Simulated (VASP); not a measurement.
OSZICAR of a VASP run on Au:

**OSZICAR**
```
       N       E                     dE             d eps       ncg     rms          rms(c)
DAV:   1    -0.295344226122E+02   -0.29534E+02   -0.56774E-04  2700   0.215E-01    0.566E-02
DAV:   2    -0.295343722809E+02    0.50331E-04   -0.13203E-03  2740   0.355E-01    0.565E-02
DAV:   3    -0.295343189808E+02    0.53300E-04   -0.19944E-04  2732   0.144E-01    0.901E-03
DAV:   4    -0.295343187523E+02    0.22851E-06   -0.15315E-05  2828   0.268E-02    0.274E-03
DAV:   5    -0.295343187889E+02   -0.36613E-07   -0.11068E-06  1628   0.933E-03
   1 F= -.29534319E+02 E0= -.29534763E+02  d E =0.133173E-02
```

Q: Which electronic solver shows in the log?

A: It is blocked Davidson (ALGO = Normal, or the opening steps of other solvers). The INCAR had ALGO = Normal.

Q: Can the final energy be trusted as converged?

A: The run converged. It stopped with EDIFF = 1E-6, NELM = 100 (PBEsol GGA, plane waves, VASP's PBE PAW potentials (set 64)).

The cell is a thin slab with vacuum, built from Au (fcc): (110) face.
